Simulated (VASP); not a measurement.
Level of theory: PBE GGA, VASP's PBE PAW potentials (set 64) (plane waves; VASP).

The input files of a VASP run:

### INCAR
```
ALGO=Normal
EDIFF=1E-6
ENCUT=300
GGA=PE
ISIF=2
ISMEAR=-1
LASPH=.TRUE.
LCHARG=.FALSE.
LMAXMIX=4
LREAL=.FALSE.
LWAVE=.FALSE.
NELM=100
PREC=Accurate
SIGMA=0.05
SYSTEM=ZnS
```

**POSCAR**
```
ZnS
3.80580
  1.0000000000   0.0000000000   0.0000000000
 -0.5000000000   0.8660252772   0.0000000000
  0.0000000000   0.0000000000   1.6390719428
Zn S
2 2
Cart
 -0.0000005000   0.5773504735   0.0002294701
  0.5000005000   0.2886748037   0.8197654415
 -0.0000005000   0.5773504735   0.6144225085
  0.5000005000   0.2886748037   1.4339584799
```

**KPOINTS**
```
Automatic mesh
0
gamma
 6 6 3
```

POTCAR, in this order: Zn S (PBE.64 set). Program: vasp_std.

What VASP printed:

### OSZICAR
```
       N       E                     dE             d eps       ncg     rms          rms(c)
DAV:   1     0.188622385186E+03    0.18862E+03   -0.13051E+04   616   0.136E+03
DAV:   2     0.117982282536E+01   -0.18744E+03   -0.18072E+03   658   0.299E+02
DAV:   3    -0.142435027722E+02   -0.15423E+02   -0.15376E+02   748   0.944E+01
DAV:   4    -0.145107057556E+02   -0.26720E+00   -0.26709E+00   730   0.131E+01
DAV:   5    -0.145156549084E+02   -0.49492E-02   -0.49490E-02   754   0.171E+00    0.102E+01
DAV:   6    -0.136492475795E+02    0.86641E+00   -0.19752E+00   962   0.410E+01    0.788E+00
DAV:   7    -0.136818678138E+02   -0.32620E-01   -0.20279E+00   670   0.782E+00    0.334E+00
DAV:   8    -0.136604082173E+02    0.21460E-01   -0.12402E-01   842   0.447E+00    0.113E+00
DAV:   9    -0.136612744777E+02   -0.86626E-03   -0.22519E-02   818   0.246E+00    0.292E-01
DAV:  10    -0.136614083127E+02   -0.13384E-03   -0.12669E-03   712   0.408E-01    0.190E-01
DAV:  11    -0.136616459145E+02   -0.23760E-03   -0.35190E-04   718   0.153E-01    0.915E-02
DAV:  12    -0.136616424365E+02    0.34780E-05   -0.69157E-05   892   0.153E-01    0.182E-02
DAV:  13    -0.136616453086E+02   -0.28721E-05   -0.10523E-05   730   0.244E-02    0.959E-03
DAV:  14    -0.136616458586E+02   -0.54997E-06   -0.11925E-06   532   0.143E-02
   1 F= -.13661646E+02 E0= -.13661646E+02  d E =-.488069E-10
```

File OUTCAR:
```
------------------------ aborting loop because EDIFF is reached ----------------------------------------
  FORCE on cell =-STRESS in cart. coord.  units (eV):
  Direction    XX          YY          ZZ          XY          YZ          ZX
  --------------------------------------------------------------------------------------
  Total        1.0972239      1.0972236      1.1142637      0.0000000      0.0000000      0.0000000
  in kB       22.4667045     22.4666979     22.8156102      0.0000000      0.0000000      0.0000000
  external PRESSURE =      22.5830042 kB  Pullay stress =       0.0000000 kB
  volume of cell :       78.25
      direct lattice vectors                 reciprocal lattice vectors
     3.805800000  0.000000000  0.000000000     0.262756845  0.151702757  0.000000000
    -1.902900000  3.295919000  0.000000000     0.000000000  0.303405515  0.000000000
     0.000000000  0.000000000  6.237980000     0.000000000  0.000000000  0.160308305
  FREE ENERGIE OF THE ION-ELECTRON SYSTEM (eV)
  ---------------------------------------------------
  free  energy   TOTEN  =       -13.6616458586 eV

  energy  without entropy=      -13.6616458586  energy(sigma->0) =      -13.66164586
```
(Selected blocks of OUTCAR.)

### OUTCAR
```
 val. band max:        2.2097708447   @ k =   0.0000   0.0000   0.0000

 cond. band min:       4.4276940071   @ k =   0.0000   0.0000   0.0000


 Fermi energy:         3.2459443370

 k-point     1 :       0.0000    0.0000    0.0000
  band No.  band energies     occupation
      1     -11.0199      2.00000
      2     -10.0720      2.00000
      3      -4.1504      2.00000
      4      -4.1388      2.00000
      5      -4.1388      2.00000
      6      -4.0556      2.00000
      7      -4.0556      2.00000
      8      -3.6861      2.00000
      9      -3.6861      2.00000
     10      -3.6068      2.00000
     11      -3.6068      2.00000
     12      -3.4544      2.00000
     13      -3.1576      2.00000
     14       1.3074      2.00000
     15       1.3075      2.00000
     16       2.1348      2.00000
     17       2.2098      2.00000
     18       2.2098      2.00000
     19       4.4277      0.00000
     20       5.3080      0.00000
     21       8.5141      0.00000
     22       8.5144      0.00000

 k-point     2 :       0.1667   -0.0000    0.0000
  band No.  band energies     occupation
      1     -10.8354      2.00000
      2      -9.9720      2.00000
      3      -4.1539      2.00000
      4      -4.1129      2.00000
      5      -4.1038      2.00000
      6      -4.0319      2.00000
      7      -4.0028      2.00000
      8      -3.7103      2.00000
      9      -3.6853      2.00000
     10      -3.6836      2.00000
     11      -3.5987      2.00000
     12      -3.3952      2.00000
     13      -2.8958      2.00000
     14       0.0833      2.00000
     15       0.8915      2.00000
     16       0.9091      2.00000
     17       1.8854      2.00000
     18       1.9817      2.00000
     19       5.5634      0.00000
     20       6.2590      0.00000
     21       8.0064      0.00000
     22       8.9897      0.00000

 k-point     3 :       0.3333   -0.0000    0.0000
  band No.  band energies     occupation
      1     -10.3921      2.00000
...
```

At this cut-off the stress carries a Pulay error, which pulls relaxed volumes low.

The structure comes from a computed database's ZnS entry (P6_3mc); how it stands against other phases isn't given here. The cell was not relaxed at this level. The run is one of a series of settings (KPOINTS 6×6×3 Γ-centred mesh against the base run), some of them coarse on purpose.
